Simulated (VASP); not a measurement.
```yaml
crystal:
  lattice:
    - [-1.62500, 1.62500, 2.47500]
    - [1.62500, -1.62500, 2.47500]
    - [1.62500, 1.62500, -2.47500]
  atoms:
    - { symbol: In, position: [0.00000, 0.00000, 0.00000] }
```

The base run (VASP): PBE GGA, plane waves, VASP's PBE PAW potentials (set 64). Numerical set-up: 400 eV cut-off, 14×14×14 Γ-centred mesh, first-order Methfessel-Paxton smearing of 0.10 eV, potentials In_d.

One setting is varied; ΔE counts from the base run. The base run took about 50 core-seconds. Costs are core time on shared hosts, one run each; read them as rough ratios.

Pressures at a finite cut-off, here 400 eV, hold a Pulay part, which this task's highest cut-off puts under 0.2 GPa.

```tsv
setting	cost over the base run	electronic steps	ΔE (meV/atom)	pressure (GPa)
ISYM = 1	within a factor of 2	10	0.0	1.88
SYMPREC = 1E-3	within a factor of 2	10	0.0	1.88
base run	reference	10	0.0	1.88
ISYM = 0	about 4 times	10	0.0	1.88
```

Left out are runs that failed, have no time on record or changed the cell.

The compound is In in the bct structure. The cell was not relaxed at this level.
